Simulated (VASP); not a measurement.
Crystal: Bi.

```
Bi
1.0
     2.26750    1.30914    3.93800
    -2.26750    1.30914    3.93800
     0.00000   -2.61828    3.93800
Bi
2
Direct
  0.23400 0.23400 0.23400
  0.76600 0.76600 0.76600
```

- Program: VASP 6.6.1
- Task: relaxation of cell and atoms
- Functional: PBE
- Potentials or basis: VASP PAW PBE potentials, release 64 (Bi_d)
- Cutoff: 600 eV
- k mesh: 12 × 12 × 12
- Occupations: methfessel-paxton, width 0.1 eV
- Spin: no spin polarisation

At the start: pressure 2.2 GPa; volume 35.07 Å³/atom.

**Question.** Where does the relaxation end?

**Answer.** Over 10 steps the energy falls by 11.3 meV/atom and the volume is 36.81 Å³/atom (+5.0 %); space group R-3m (No. 166, to 0.05 Å).

The path:
```
step  energy change (eV)  largest force (eV/Å)  pressure (GPa)  volume (Å³)
   1              0.0000                0.2291            2.20        70.14
   2             -0.0140                0.1522           -1.14        75.14
   3             -0.0217                0.0168            0.01        73.20
   4             -0.0217                0.0235           -0.03        73.26
   5             -0.0220                0.0249           -0.03        73.31
   6             -0.0225                0.0321           -0.04        73.46
   7             -0.0225                0.0342           -0.03        73.50
   8             -0.0226                0.0051            0.08        73.41
   9             -0.0226                0.0101            0.07        73.41
  10             -0.0227                0.0010           -0.01        73.63
```

Final structure:
```xyz
2
Lattice="2.2923 1.3235 4.0449 -2.2923 1.3235 4.0449 0.0000 -2.6469 4.0449" Properties=species:S:1:pos:R:3 pbc="T T T"
Bi    0.0000    0.0000    2.8377
Bi    0.0000    0.0000    9.2970
```
